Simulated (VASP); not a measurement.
BaB:

```xyz
2
Lattice="3.6857 0.0000 0.0000 0.0000 3.6857 0.0000 0.0000 0.0000 3.6857" Properties=species:S:1:pos:R:3 pbc="T T T"
Ba    0.0000    0.0000    0.0000
B     1.8429    1.8429    1.8429
```

The cell was built by a generator and needn't be a form met in nature.

| Item | Value |
| --- | --- |
| Program | VASP 6.6.1 |
| Task | single point |
| Functional | PBE |
| Potentials or basis | VASP PAW PBE potentials, release 64 (Ba_sv, B) |
| Cutoff | 520 eV |
| k mesh | 7 × 7 × 7 |
| Occupations | fermi-dirac, width 0.05 eV |
| Spin | no spin polarisation |

On this cell: pressure 0.8 GPa; largest force zero by symmetry; band gap on the k mesh none (metal or under the smearing width).

The same run follows on a disturbed copy (atoms moved at random, drawn with an rms of 0.05 Å):

```
Ba B
1.0
     3.68573    0.00000    0.00000
     0.00000    3.68573    0.00000
     0.00000    0.00000    3.68573
Ba B
1 1
Direct
  0.00549 0.00118 0.00653
  0.50783 0.50029 0.50115
```

Q: What changes?

A: The energy (extrapolated to zero smearing) moves by +0.3 meV/atom; pressure 0.8 GPa; largest force 0.048 eV/Å; band gap on the k mesh none (metal or under the smearing width).

Forces in eV/Å, atoms in the order of the input:
```
Ba   0.019 -0.007 -0.044
B   -0.019  0.007  0.044
```
